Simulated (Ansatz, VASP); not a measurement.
**Al2Pt in two plane-wave programs**

Wanted: the spread between two codes on one cell, functional and k mesh. The cell is taken from a series of VASP runs on this material, whose earlier steps may have relaxed, scaled or displaced it; both programs get it as it stands.

Program: Ansatz 0.2.0. Level of theory: plane waves, with VASP 6.6.1 beside it; single point at r2SCAN. Results are calculated unless marked as measured.

## (1) The structure

Symmetry: Fm-3m, No. 225, cubic system. Conventional cell: a = 5.900 Å, b = 5.900 Å, c = 5.900 Å, α = 90.00°, β = 90.00°, γ = 90.00°. Nearest to Al lie 4 Pt at 2.55 Å. Pt has 8 Al at 2.55 Å nearest. Farther neighbours are not listed.

## (2) Ansatz: single point, r2SCAN

Ansatz runs on its default PAW (the set named soft_2) files.

A single point gives forces, pressure and levels at one fixed geometry, so differences don't come from the geometry; what else differs is listed under the comparison.

The input, input.yaml:

```yaml
crystal:
  lattice:
    - [0.0, 2.9498024828, 2.9498024828]
    - [2.9498024828, 0.0, 2.9498024828]
    - [2.9498024828, 2.9498024828, 0.0]
  atoms:
    - { symbol: Al, position: [0.25, 0.25, 0.25] }
    - { symbol: Al, position: [0.75, 0.75, 0.75] }
    - { symbol: Pt, position: [0.0, 0.0, 0.0] }
hamiltonian:
  xc: r2scan
  pseudopotentials: { kind: paw }
kpoints:
  mp_grid: { grid: [8, 8, 8] }
scf:
  occupations: { method: methfessel_paxton, width: 0.2 }
  n_extra_bands: 4
output:
  forces: true
  stress: true
  eigenvalues: true
```

Run with:

```sh
$ ansatz run input.yaml --threads 2 --pin off --max-ram 4608MiB --backend cpu --events-out ev --progress --plain --runs-dir out
```

Numbers of over 12 decimals in the logs are rounded to 6 here.

The log of the run:

```text
scf.n_extra_bands = 4 over 12 filled bands (N_el = 24.0): the run solves 16 bands
Engine: ansatz 0.2.0, aarch64-unknown-linux-gnu
Pseudopotentials: kind: paw
Pseudopotential: Al, paw, valence charge 3, recommended cutoff 500 eV (meta_gga), Al.paw.azcp
Pseudopotential: Pt, paw, valence charge 18, recommended cutoff 500 eV (meta_gga), Pt.paw.azcp
Functional definition: r2SCAN
  parameter k0 = 0.174
  parameter k1 = 0.065
  parameter a1 = 4.9479
  exchange = r2scan_x(k0 = k0, k1 = k1, a1 = a1)
  correlation = r2scan_c
Crystal: 3 atoms, lattice volume = 51.334 Å³
Basis set: ecut = 500 eV, 1291 PW (Γ), exchange–correlation on 128×128×128 points (64 copies of the dense FFT grid, shifted against one another)
Bands: 16, of which v1, the nominal top of the filled ones, is band 12 counted from 1 (11 counted from 0)
Symmetry: 48 space group operations
Space group: Fm-3m (ITA 225), of the structure as read, at distance tolerance 3.7e-5 Å
k-points: 29 of 512
Non-local potential: Al, projectors of the file, l = 0: 2, l = 1: 2, l = 2: 1
Non-local potential: Pt, projectors of the file, l = 0: 3, l = 1: 2, l = 2: 2, l = 3: 1
PAW form: soft (Blöchl's): semilocal exchange-correlation on the pseudo side does not see the compensation charge
PAW frozen core: Al, regenerated for the run's functional (the file was generated under x = pbe(κ = 0.804, μ = 0.219515), c = pbe(β = 0.066725))
PAW frozen core: Pt, regenerated for the run's functional (the file was generated under x = pbe(κ = 0.804, μ = 0.219515), c = pbe(β = 0.066725))
PAW one-centre angular grid: Al, 302 points (default); XC on 160 Gauss nodes
PAW one-centre angular grid: Pt, 590 points (default); XC on 160 Gauss nodes
Initial density: superposition of atomic densities (neutral atoms: chi_scale 0, normalization atom), corrected by the library's trained network
Initial wavefunctions: pseudopotential atomic-orbital guess
Functional: x = r2scan, c = r2scan; τ floored in thin density (d = 2e-4 eV/Å³)
SCF iter   1: F=—  HF=-13620.464460 eV  |F-HF|=—  |Δ(HF+E_count)|=         —  Δρ=9.06e-3  dr2=6.63e-2  dr2_τ=4.19e-2  ethr=1.77e-3  ⟨swp⟩=5.1  Hψ=2389  notcnv=0
preconditioner: auto → Kerker (q_TF=auto, 2.404 Å⁻¹)  [metal: Δε(μ)=0.122 eV  Ē_g=9.008 eV  σ=0.200 eV  W_gap=0.49  n_scr=14 (ndim 8)  ℏωp=20.7 eV  f_vac=0.001  D(μ)=1.51/eV (n_scr^D=14)]
SCF iter   2: F=—  HF=-13620.489833 eV  |F-HF|=—  |Δ(HF+E_count)|=   2.54e-2  S|Δr|=    0.00e0  Δρ=3.07e-3  dr2=5.56e-3  dr2_τ=2.24e-3  ethr=2.76e-4  ⟨swp⟩=2.4  Hψ=929  notcnv=0
SCF iter   3: F=—  HF=-13620.490112 eV  |F-HF|=—  |Δ(HF+E_count)|=   2.80e-4  S|Δr|=    0.00e0  Δρ=1.78e-3  dr2=1.55e-3  dr2_τ=3.00e-5  ethr=2.32e-5  ⟨swp⟩=1.5  Hψ=523  notcnv=0
SCF iter   4: F=—  HF=-13620.489983 eV  |F-HF|=—  |Δ(HF+E_count)|=   1.29e-4  S|Δr|=    0.00e0  Δρ=3.34e-4  dr2=5.90e-5  dr2_τ=3.64e-6  ethr=6.47e-6  ⟨swp⟩=2.1  Hψ=770  notcnv=0
SCF iter   5: F=—  HF=-13620.489986 eV  |F-HF|=—  |Δ(HF+E_count)|=   2.78e-6  S|Δr|=    0.00e0  Δρ=6.53e-5  dr2=2.71e-6  dr2_τ=5.86e-7  ethr=2.46e-7  ⟨swp⟩=2.6  Hψ=676  notcnv=0
SCF iter   6: F=—  HF=-13620.489986 eV  |F-HF|=—  |Δ(HF+E_count)|=   3.66e-8  S|Δr|=    0.00e0  Δρ=2.65e-5  dr2=6.67e-7  dr2_τ=1.42e-8  ethr=1.13e-8  ⟨swp⟩=2.6  Hψ=688  notcnv=0
SCF iter   7: F=-13620.489986 eV  HF=-13620.489986 eV  |F-HF|=1.74e-8  |Δ(HF+E_count)|=   3.25e-8  S|Δr|=    0.00e0  Δρ=6.75e-6  dr2=5.58e-8  dr2_τ=3.26e-9  ethr=4.17e-10  ⟨swp⟩=4.1  Hψ=1867  notcnv=0
SCF 1 converged in 7 iterations: F = -13620.489986 eV  dr2 = 5.58e-8
  greatest PAW one-centre occupation: 1.000 electrons in one spin orbital (limit 2), on the Pt atom at site 2 (counted from 0), in its partial waves of l = 0
SCF converged after 7 iterations
Stability not checked: this state was not tested for a lower state beside it, because cold or Methfessel-Paxton smearing, or corrected tetrahedra, fill the levels in a way that the test cannot read (fill_not_monotonic; see scf.lower_state_search)
Free energy (F): -13620.489986 eV
Harris-Foulkes:  -13620.489986 eV  (|F-HF|=1.74e-8)
Internal energy: -13620.487208 eV  (E = F + TS)
E sigma→0 (E₀):  -13620.489291 eV
Entropy (-TS):   -0.002778 eV (-0.926 meV/atom)
Fermi energy:    11.352716 eV
--- Per-component energies (eV) ---
  E_band       = -328.799530
  E_kinetic    = 687.880090
  E_local      = -2699.988386  (includes V_loc(G=0)·N_el)
  E_nonlocal   = 217.878279
  E_hartree    = 1075.216301
  E_xc         = -326.248819
  E_vxc        = -404.951484  (∫ρ·V_xc dr)
  E_paw        = -10425.940679  (= ΣΔE_a)
  E_vpaw       = -305.213507  (= ΣTr[D̂ρ^β])
  E_aug_tail   = 0.000150  (compensation charges beyond the density's cutoff)
  E_vtau       = 25.173513  (kinetic-family band-sum trace: ∫τ·v_τ [+ j·A + Jᵃ·Aᵃ] dr)
  E_ewald      = -2148.932431
  E_core_change = -0.351711  (= ΣΔE_core)
  E_smearing   = -0.002778  (= −TS)
  E_closure    = 0.000000  (closes the sum)
  Σ components = -13620.489986   (vs F -13620.489986, Δ=0.00e0)
--- Forces (eV/Å), atoms counted from 1 ---
  atom   1  Al     0.00000000    -0.00000000     0.00000000
  atom   2  Al    -0.00000000    -0.00000000    -0.00000000
  atom   3  Pt    -0.00000000    -0.00000000    -0.00000000
  max |Σ_I F_I| component: 5.20e-18 eV/Å
--- Stress (GPa, compression-positive) ---
        0.320762       0.000000       0.000000
        0.000000       0.320762      -0.000000
        0.000000      -0.000000       0.320762
  P = ⅓ Tr σ = 0.3208 GPa (3.208 kbar)
--- Band table (eV; the first three rows and the last of 29) ---
  k-point 0: bands = [... 8 lower, 7.4312, 7.4312, 15.0878, 15.3611, 15.3611, 15.3611, 17.1866, 17.1866]
  k-point 1: bands = [... 8 lower, 7.4088, 7.4088, 13.1573, 14.7946, 14.7946, 15.3564, 17.7766, 17.7766]
  k-point 2: bands = [... 8 lower, 7.4190, 7.4190, 10.4718, 13.7548, 13.7548, 15.7683, 17.2936, 17.2936]
  k-point 28: bands = [... 8 lower, 7.3767, 7.9079, 8.4460, 8.4460, 10.4459, 17.0267, 17.0267, 18.0199]
```

The job ended after 8.5 s (2 threads of Arm Neoverse N1, shared host; peak memory 0.45 GiB; 8.4 s of CPU time).

The run ends at a pressure of 0.32 GPa.

## (3) VASP: single point, r2SCAN

The same cell, functional, mesh and smearing now go to VASP, with its own data sets and cutoff.

Lines of VASP's logs that name or quote its potential files are left out, and so is its time.

The input, INCAR:

```
SYSTEM = Al2Pt
PREC = Accurate
ENCUT = 400
EDIFF = 1E-06
NELM = 100
ISMEAR = 1
SIGMA = 0.2
LREAL = .FALSE.
ALGO = Normal
METAGGA = R2SCAN
LASPH = .TRUE.
NBANDS = 14
LORBIT = 11
LWAVE = .FALSE.
LCHARG = .TRUE.
ISIF = 2
LELF = .TRUE.
LVHAR = .TRUE.
```

The input, POSCAR:

```
Al2Pt
1.0
    0.0000000000      2.9498024828      2.9498024828
    2.9498024828      0.0000000000      2.9498024828
    2.9498024828      2.9498024828      0.0000000000
Al Pt
2 1
Direct
    0.2500000000      0.2500000000      0.2500000000
    0.7500000000      0.7500000000      0.7500000000
    0.0000000000      0.0000000000      0.0000000000
```

The input, KPOINTS:

```
Automatic mesh
0
Gamma
8 8 8
0 0 0
```

PAW data sets: Al and Pt (PBE family, release 64).

Run with:

```sh
$ mpirun -np 2 vasp_std
```

The log of the run:

```text
[banner, memory and clock lines left out]
running    2 mpi-ranks, on    1 nodes
 distrk:  each k-point on    2 cores,    1 groups
 distr:  one band on    1 cores,    2 groups

 POSCAR found type information on POSCAR AlPt
 POSCAR found :  2 types and       3 ions
|                                                                             |
|               ----> ADVICE to this user running VASP <----                  |
|                                                                             |
|     You enforced a specific xc type in the INCAR file but a different       |
|     [... a line on the potential file left out ...]
|     I HOPE YOU KNOW WHAT YOU ARE DOING!                                     |
|                                                                             |

 LDA part: xc-table for (None), standard interpolation
 POSCAR, INCAR and KPOINTS ok, starting setup
 FFT: planning ... GRIDC
 FFT: planning ... GRID_SOFT
 FFT: planning ... GRID
 WAVECAR not read
 entering main loop
       N       E                     dE             d eps       ncg     rms          rms(c)
DAV:   1    -0.136194572904E+02   -0.13619E+02   -0.60014E+03   828   0.812E+02
DAV:   2    -0.705128443927E+02   -0.56893E+02   -0.49552E+02   978   0.158E+02
DAV:   3    -0.718372053463E+02   -0.13244E+01   -0.13180E+01  1040   0.239E+01
DAV:   4    -0.718476164035E+02   -0.10411E-01   -0.10410E-01   914   0.250E+00
DAV:   5    -0.718478127978E+02   -0.19639E-03   -0.19639E-03  1092   0.356E-01    0.957E+00
DAV:   6    -0.679792219083E+02    0.38686E+01   -0.29948E+00   902   0.167E+01    0.365E+00
DAV:   7    -0.678952512408E+02    0.83971E-01   -0.24111E-01   896   0.482E+00    0.214E+00
DAV:   8    -0.678925104140E+02    0.27408E-02   -0.36088E-02   896   0.145E+00    0.450E-01
DAV:   9    -0.678911993839E+02    0.13110E-02   -0.13254E-02  1004   0.117E+00    0.213E-01
DAV:  10    -0.678912040502E+02   -0.46663E-05   -0.56470E-04   932   0.218E-01    0.765E-02
DAV:  11    -0.678911939945E+02    0.10056E-04   -0.96990E-05  1010   0.741E-02    0.124E-02
DAV:  12    -0.678911984745E+02   -0.44800E-05   -0.17832E-06   910   0.127E-02    0.578E-03
DAV:  13    -0.678911957291E+02    0.27454E-05   -0.49391E-07   580   0.688E-03    0.960E-04
DAV:  14    -0.678911958484E+02   -0.11931E-06   -0.38915E-08   508   0.158E-03
   1 F= -.67891196E+02 E0= -.67890247E+02  d E =-.284550E-02
```

Parts of OUTCAR (step 3):

```text
ion  position               nearest neighbor table
   1  0.250  0.250  0.250-   3 2.55   3 2.55   3 2.55   3 2.55   2 2.95   2 2.95   2 2.95   2 2.95
                             2 2.95   2 2.95
   2  0.750  0.750  0.750-   3 2.55   3 2.55   3 2.55   3 2.55   1 2.95   1 2.95   1 2.95   1 2.95
                             1 2.95   1 2.95
   3  0.000  0.000  0.000-   2 2.55   2 2.55   2 2.55   1 2.55   2 2.55   1 2.55   1 2.55   1 2.55

  LATTYP: Found a face centered cubic cell.
 ALAT       =     5.8996049656

 Subroutine GETGRP returns: Found 48 space group operations
 (whereof 48 operations were pure point group operations)

The static configuration has the point symmetry O_h .

 Found     29 irreducible k-points:

   k-points           NKPTS =     29   k-points in BZ     NKDIM =     29   number of bands    NBANDS=     14

   dimension x,y,z NGX =    28 NGY =   28 NGZ =   28
   dimension x,y,z NGXF=    56 NGYF=   56 NGZF=   56

   ENCUT  =  400.0 eV  29.40 Ry    5.42 a.u.   6.80  6.80  6.80*2*pi/ulx,y,z

   NELECT =      16.0000    total number of electrons

 k-points in reciprocal lattice and weights: Automatic mesh
   0.00000000  0.00000000  0.00000000       0.002
   0.12500000  0.00000000  0.00000000       0.016
   0.25000000  0.00000000  0.00000000       0.016
   0.37500000  0.00000000  0.00000000       0.016
   0.50000000  0.00000000  0.00000000       0.008
   0.12500000  0.12500000  0.00000000       0.012
   0.25000000  0.12500000  0.00000000       0.047
   0.37500000  0.12500000  0.00000000       0.047
   0.50000000  0.12500000  0.00000000       0.047
[...]
-0.37500000  0.50000000  0.12500000       0.023
  -0.25000000  0.50000000  0.25000000       0.012

 average (electrostatic) potential at core
       1 -75.3159       2 -75.3159       3 -72.0024

 E-fermi :   7.8318

 k-point     1 :       0.0000    0.0000    0.0000
  band No.  band energies     occupation
    ...
      2       2.5049      2.00000
      3       2.5049      2.00000
      4       2.5049      2.00000
      5       3.9284      2.00000
      6       3.9284      2.00000
      7      11.5691     -0.00000
      8      11.8322      0.00000
      9      11.8322      0.00000
     10      11.8322      0.00000
     11      13.6685      0.00000
    ...

 k-point     2 :       0.1250    0.0000    0.0000
  band No.  band energies     occupation
    ...
      2       2.3850      2.00000
      3       2.5801      2.00000
      4       2.5801      2.00000
      5       3.9060      2.00000
      6       3.9060      2.00000
      7       9.6326     -0.00000
      8      11.2681     -0.00000
      9      11.2681     -0.00000
     10      11.8371      0.00000
     11      14.2562      0.00000
    ...

 k-point     3 :       0.2500    0.0000    0.0000
  band No.  band energies     occupation
    ...
      3       2.7372      2.00000
      4       2.7372      2.00000
      5       3.9162      2.00000
      6       3.9162      2.00000
      7       6.9495      2.00000
      8      10.2306     -0.00000
      9      10.2306     -0.00000
     10      12.2503      0.00000
     11      13.7780      0.00000
     12      13.7780      0.00000
    ...

  Total        0.0144713      0.0144713      0.0144713     -0.0000000     -0.0000000      0.0000000
  in kB        0.4516567      0.4516567      0.4516567     -0.0000000     -0.0000000      0.0000000
  external PRESSURE =       0.4516567 kB  Pullay stress =       0.0000000 kB

  energy-cutoff  :      400.00
  volume of cell :       51.33
      direct lattice vectors                 reciprocal lattice vectors
     0.000000000  2.949802483  2.949802483    -0.169502874  0.169502874  0.169502874
     2.949802483  0.000000000  2.949802483     0.169502874 -0.169502874  0.169502874
     2.949802483  2.949802483  0.000000000     0.169502874  0.169502874 -0.169502874

 POSITION                                       TOTAL-FORCE (eV/Angst)
 -----------------------------------------------------------------------------------
      1.47490      1.47490      1.47490         0.000000     -0.000000      0.000000
      4.42470      4.42470      4.42470        -0.000000      0.000000     -0.000000
      0.00000      0.00000      0.00000         0.000000     -0.000000     -0.000000
 -----------------------------------------------------------------------------------
    total drift:                               -0.000000     -0.000000      0.000000

  FREE ENERGIE OF THE ION-ELECTRON SYSTEM (eV)
  ---------------------------------------------------
  free  energy   TOTEN  =       -67.8911958484 eV

  energy  without entropy=      -67.8883503474  energy(sigma->0) =      -67.89024735

 total charge
# of ion       s       p       d       tot
------------------------------------------
    1        0.398   0.378   0.000   0.776
    2        0.398   0.378   0.000   0.776
    3        0.837   0.743   8.161   9.742
--------------------------------------------------
tot          1.634   1.499   8.161  11.294

[... 3 further parts left out ...]
```

The run ends at a pressure of 0.05 GPa.

## (4) Differences

Known differences besides the potentials themselves: VASP keeps PBE cores, Ansatz makes them for the functional; the data sets hold 24 valence electrons in Ansatz (default PAW (the set named soft_2) files) and 16 in VASP; the cutoff is 500 eV in Ansatz and 400 eV in VASP. Total energies have different zeros and are not compared.

Both answers:

| quantity | Ansatz | VASP | difference |
| --- | --- | --- | --- |
| pressure (GPa) | 0.32 | 0.05 | +0.28 |

## (5) Other set-ups

Further runs change the set-up of one program: Ansatz's method, potentials or start, or VASP's data sets, cutoff or form of LDA. The table gives Ansatz less VASP for each quantity, since a change that brings one quantity closer may part another.

| run | pressure (GPa) |
| --- | --- |
| as above | 0.28 |
| Ansatz's all-electron LAPW method | 0.38 |

## (6) Outcome

```yaml
difference_in_pressure_single_point_r2scan: 0.28 GPa
```

The difference in pressure is 0.28 GPa (single point, r2SCAN), within the 1 GPa picked in this series as the mark of a large difference. Single point, r2SCAN, Ansatz's all-electron LAPW method: the difference in pressure goes from 0.28 to 0.38 GPa. 1 further run of this series is not shown here. How closely two codes agree says nothing of how well the functional describes the real material.

[Lines on the potential files, build, host, timing and source positions are cut from VASP's logs without a mark.]

[Logs are printed without paths, hosts, clocks, repeated set-up lines and the standing remarks that a program may print on its own settings, such as how far it seeks lower states.]

[Hosts, paths, dates, database ids (printed as entryN), source tags and the programs' standing remarks are cut or masked in the printed files.]
